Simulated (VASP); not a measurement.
## TiCo (Pm-3m) under a change of volume

How do stress and energy of TiCo follow a change of volume?

Program: VASP 6.6.1. Level of theory: PBEsol, no spin polarisation; plane waves and PAW (Co, Ti_sv); cell typed or built by script, in the first sound run; inputs show where later runs differ. Results are calculated unless marked as measured.

## (1) The structure

Symmetry: Pm-3m, No. 221, cubic system. Conventional cell: a = 2.990 Å, b = 2.990 Å, c = 2.990 Å, α = 90.00°, β = 90.00°, γ = 90.00°. Nearest to Co lie 8 Ti at 2.59 Å. Ti has 8 Co at 2.59 Å nearest. Farther neighbours are not listed.

Structure file:

```
Co Ti
1.0
     2.99000    0.00000    0.00000
     0.00000    2.99000    0.00000
     0.00000    0.00000    2.99000
Co Ti
1 1
Direct
  0.00000 0.00000 0.00000
  0.50000 0.50000 0.50000
```

## (2) Relax the crystal, PBEsol

The series starts from the cell that this level prefers, so that zero strain is near zero stress.

This step took 2 runs in a row; the last is shown.

Level: PBEsol, no spin polarisation; plane waves and PAW (Co, Ti_sv); cell typed or built by script.

The input, INCAR:

```
SYSTEM = TiCo
PREC = Accurate
ENCUT = 450
EDIFF = 1E-07
NELM = 120
ISMEAR = 1
SIGMA = 0.15
LREAL = .FALSE.
ALGO = Normal
GGA = PS
NBANDS = 16
LASPH = .TRUE.
LORBIT = 11
LWAVE = .FALSE.
LCHARG = .FALSE.
KPAR = 8
IBRION = 2
NSW = 40
ISIF = 3
EDIFFG = -0.005
POTIM = 0.4
```

The input, POSCAR:

```
TiCo
1.0
    2.9296782038      0.0000000000      0.0000000000
    0.0000000000      2.9296782038      0.0000000000
    0.0000000000      0.0000000000      2.9296782038
Co Ti
1 1
Direct
    0.0000000000      0.0000000000      0.0000000000
    0.5000000000      0.5000000000      0.5000000000
```

The input, KPOINTS:

```
Automatic mesh
0
Gamma
17 17 17
0 0 0
```

PAW data sets: Co and Ti_sv (PBE family, release 64).

Started as:

```console
> mpirun -np 8 vasp_std
```

Log:

```text
[banner, memory and clock lines left out]
running    8 mpi-ranks, on    1 nodes
[...]
|                                                                             |
|           W    W    AA    RRRRR   N    N  II  N    N   GGGG   !!!           |
|           W    W   A  A   R    R  NN   N  II  NN   N  G    G  !!!           |
|           W    W  A    A  R    R  N N  N  II  N N  N  G       !!!           |
|           W WW W  AAAAAA  RRRRR   N  N N  II  N  N N  G  GGG   !            |
|           WW  WW  A    A  R   R   N   NN  II  N   NN  G    G                |
|           W    W  A    A  R    R  N    N  II  N    N   GGGG   !!!           |
|                                                                             |
|     For optimal performance we recommend to set                             |
|       NCORE = 2 up to number-of-cores-per-socket                            |
|     NCORE specifies how many cores store one orbital (NPAR=cpu/NCORE).      |
|     This setting can greatly improve the performance of VASP for DFT.       |
[...]
DAV:   8    -0.168897046515E+02   -0.56638E-07   -0.45445E-07  4280   0.505E-03
   2 F= -.16889705E+02 E0= -.16889933E+02  d E =-.673321E-05
 trial-energy change:   -0.000007  1 .order   -0.000011   -0.000047    0.000026
 step:   0.5685(harm=  0.6454)  dis= 0.00000  next Energy=   -16.889710 (dE=-0.126E-04)
[...]
N       E                     dE             d eps       ncg     rms          rms(c)
DAV:   1    -0.168898635466E+02   -0.15895E-03   -0.30715E-03  5632   0.791E-01    0.113E-01
DAV:   2    -0.168902264924E+02   -0.36295E-03   -0.36270E-03  5664   0.727E-01    0.256E-01
DAV:   3    -0.168897221251E+02    0.50437E-03   -0.24942E-03  7216   0.580E-01    0.366E-02
DAV:   4    -0.168897110334E+02    0.11092E-04   -0.42272E-05  6912   0.566E-02    0.158E-02
DAV:   5    -0.168897112601E+02   -0.22679E-06   -0.67151E-06  8000   0.137E-02    0.109E-02
DAV:   6    -0.168897119571E+02   -0.69695E-06   -0.21166E-06  8160   0.908E-03    0.551E-03
DAV:   7    -0.168897120847E+02   -0.12766E-06   -0.14975E-06  8184   0.894E-03    0.411E-04
DAV:   8    -0.168897120838E+02    0.95133E-09   -0.73123E-08  3416   0.208E-03
   3 F= -.16889712E+02 E0= -.16889939E+02  d E =-.141655E-04
[...]
reached required accuracy - stopping structural energy minimisation
```

The job ended after 8.8 s (8 MPI ranks of Intel Xeon 6975P-C (Granite Rapids), shared host; peak memory 1.3 GiB).

The logs omit lines about the potential files and the build; timing stands in the text.

OUTCAR, selected parts (step 2):

```text
  Total        0.0030290      0.0030290      0.0030290     -0.0000000      0.0000000     -0.0000000
  in kB        0.1931783      0.1931783      0.1931783     -0.0000000      0.0000000     -0.0000000
  external PRESSURE =       0.1931783 kB  Pullay stress =       0.0000000 kB

 POSITION                                       TOTAL-FORCE (eV/Angst)
 -----------------------------------------------------------------------------------
      0.00000      0.00000      0.00000         0.000000     -0.000000      0.000000
      1.46438      1.46438      1.46438        -0.000000      0.000000      0.000000
 -----------------------------------------------------------------------------------
    total drift:                                0.000000      0.000000      0.000000

  FREE ENERGIE OF THE ION-ELECTRON SYSTEM (eV)
  ---------------------------------------------------
  free  energy   TOTEN  =       -16.8897120838 eV

  energy  without entropy=      -16.8903919516  energy(sigma->0) =      -16.88993871

 reached required accuracy - stopping structural energy minimisation

[... 3 further parts left out ...]
[key lines of the parts left out:]
E-fermi :  10.5342
```

Read from the output:

* energy(sigma→0) of the program: -16.8899 eV
* stress, compression positive: xx, yy, zz 0.02, 0.02, 0.02 GPa
* volume: 25.122 Å³
* ionic steps: 3

## (3) Relax at fixed volume, PBEsol

One member in full: the volume is scaled by 1.03, and the cell is held.

Level: PBEsol, no spin polarisation; plane waves and PAW (Co, Ti_sv); cell typed or built by script.

Edit INCAR of step 2 so:

```diff
@@ -15,7 +15,8 @@
 LCHARG = .FALSE.
-KPAR = 8
+KPAR = 2
 IBRION = 2
 NSW = 40
-ISIF = 3
-EDIFFG = -0.005
+ISIF = 2
+EDIFFG = -0.004
 POTIM = 0.4
+MAXMIX = 40
```

The input, POSCAR:

```
TiCo
1.0
    2.9577654664      0.0000000000      0.0000000000
    0.0000000000      2.9577654664      0.0000000000
    0.0000000000      0.0000000000      2.9577654664
Co Ti
1 1
Direct
    0.0000000000      0.0000000000      0.0000000000
    0.5000000000      0.5000000000      0.5000000000
```

KPOINTS is that of step 2.

Started as:

```console
> mpirun -np 2 vasp_std
```

Log:

```text
[banner, memory and clock lines left out]
running    2 mpi-ranks, on    1 nodes
[...]
[... a notice as in an earlier step ...]

 LDA part: xc-table for (Slater+PW92), standard interpolation
 POSCAR, INCAR and KPOINTS ok, starting setup
[...]
entering main loop
       N       E                     dE             d eps       ncg     rms          rms(c)
DAV:   1     0.150114145210E+03    0.15011E+03   -0.94749E+03  5360   0.147E+03
DAV:   2    -0.670557013722E+01   -0.15682E+03   -0.15311E+03  5640   0.361E+02
DAV:   3    -0.189989495494E+02   -0.12293E+02   -0.12176E+02  8720   0.964E+01
DAV:   4    -0.194622405663E+02   -0.46329E+00   -0.46235E+00  6176   0.154E+01
[...]
DAV:  14    -0.168782605605E+02    0.85738E-05   -0.23884E-05  6552   0.488E-02    0.968E-03
DAV:  15    -0.168782596829E+02    0.87765E-06   -0.27923E-06  7600   0.153E-02    0.271E-03
DAV:  16    -0.168782596979E+02   -0.15029E-07   -0.11863E-07  2760   0.387E-03
   1 F= -.16878260E+02 E0= -.16878418E+02  d E =-.168783E+02
[...]
reached required accuracy - stopping structural energy minimisation
```

It took 11 s on 2 MPI ranks; peak memory 0.32 GiB.

From OUTCAR (step 3):

```text
  Total       -0.8770115     -0.8770115     -0.8770115     -0.0000000     -0.0000000      0.0000000
  in kB      -54.3031032    -54.3031032    -54.3031032     -0.0000000     -0.0000000      0.0000000
  external PRESSURE =     -54.3031032 kB  Pullay stress =       0.0000000 kB

 POSITION                                       TOTAL-FORCE (eV/Angst)
 -----------------------------------------------------------------------------------
      0.00000      0.00000      0.00000         0.000000      0.000000      0.000000
      1.47888      1.47888      1.47888         0.000000      0.000000      0.000000
 -----------------------------------------------------------------------------------
    total drift:                               -0.000000      0.000000      0.000000

  FREE ENERGIE OF THE ION-ELECTRON SYSTEM (eV)
  ---------------------------------------------------
  free  energy   TOTEN  =       -16.8782596979 eV

  energy  without entropy=      -16.8787338666  energy(sigma->0) =      -16.87841775

[... 2 parts as in an earlier step ...]

[... 2 further parts left out ...]
[key lines of the parts left out:]
E-fermi :  10.1316
```

This run gave:

| Quantity | Value |
| --- | --- |
| energy(sigma→0) of the program | -16.8784 eV |
| stress, compression positive | xx, yy, zz -5.43, -5.43, -5.43 GPa |
| ionic steps | 1 |

## (4) The table

The other members went through these steps as far as the tables show, with the same cutoff and, step by step, the same mesh; 9 runs are not shown. The session took 0.10 core hours (wall time by ranks) on a shared machine.

| volume over the relaxed volume | volume (Å³/atom) | pressure (GPa) | energy above the unstrained row, extrapolated to no smearing (meV/atom) |
| --- | --- | --- | --- |
| 0.940 | 11.807 | 13.750 | 32.423 |
| 0.955 | 11.996 | 9.917 | 18.091 |
| 0.970 | 12.184 | 6.351 | 8.120 |
| 0.985 | 12.373 | 3.054 | 2.191 |
| 1 | 12.561 | 0.002 | 0.000 |
| 1.015 | 12.749 | -2.824 | 1.257 |
| 1.030 | 12.938 | -5.430 | 5.729 |
| 1.045 | 13.126 | ? | ? |
| 1.060 | 13.315 | -10.070 | 23.299 |

## (5) A fit to the known rows

Fitting a cubic to the 8 known rows (u: logarithm of the volume ratio) gives pressure = − 292.1 u³ + 409.9 u² − 195.7 u + 0.002164 in GPa; the residuals are 0.0023 GPa r.m.s.

At u = 0.04402 this predicts -7.845 GPa.

## (6) The withheld row

The calculation gives -7.840 GPa, so the prediction is 0.005 GPa too low.

A cubic of the pressure in ln(V/V₀) through all rows has the slope −B at V₀: B = 196 GPa, and its curvature gives B′ = 4.2.

## (7) What came out

- error of the predicted pressure: -0.005 GPa
- bulk modulus: 196 GPa

The slope of the energy gives 0.36 GPa at the relaxed volume where the pressure column has 0.00 GPa, a mark of the finite basis or of the smearing. These are static values: temperature and zero-point motion are left out. In a metal the slopes also depend on mesh and smearing, which were held through the series.

[Lines on the potential files, build, host, timing and source positions are cut from VASP's logs without a mark.]

[Logs are printed without paths, hosts, clocks, repeated set-up lines and the standing remarks that a program may print on its own settings, such as how far it seeks lower states.]

[Hosts, paths, dates, database ids (printed as entryN), source tags and the programs' standing remarks are cut or masked in the printed files.]

[In band tables of VASP the shares of atoms and orbitals are scaled to a sum of 1 inside the atoms' spheres.]
